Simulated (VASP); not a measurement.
Here is the system:

```
CELL_PARAMETERS angstrom
      2.93230     0.00000     0.00000
     -1.46615     2.53945     0.00000
      0.00000     0.00000     5.52251
ATOMIC_POSITIONS crystal
  Rh 0.00000 0.00000 0.00000
  Rh 0.00000 0.00000 0.50000
  B  0.33333 0.66667 0.25000
  B  0.66667 0.33333 0.75000
```

Method: PBEsol GGA, VASP's PBE PAW potentials (set 64) (plane waves; VASP 6.6.1). Run with 520 eV cut-off, 13×13×6 Γ-centred mesh, tetrahedra with Blöchl corrections, potentials Rh_pv B.

The cores are frozen, which limits the accuracy of field gradients.

Question: Give the principal components of the electric field gradient (V/Å²) and the asymmetry η at each nucleus.

Answer: 
```
atom  Vxx  Vyy   Vzz     η
----  ---  ---  ----  ----
Rh1   4.4  4.4  -8.8  0.00
Rh2   4.4  4.4  -8.8  0.00
B3    2.3  2.3  -4.6  0.00
B4    2.3  2.3  -4.6  0.00
```

The structure was generated: RhB was put into the NiAs type type (P6_3/mmc), which need not be its known phase. It was relaxed first, which changed the volume by -27 %.
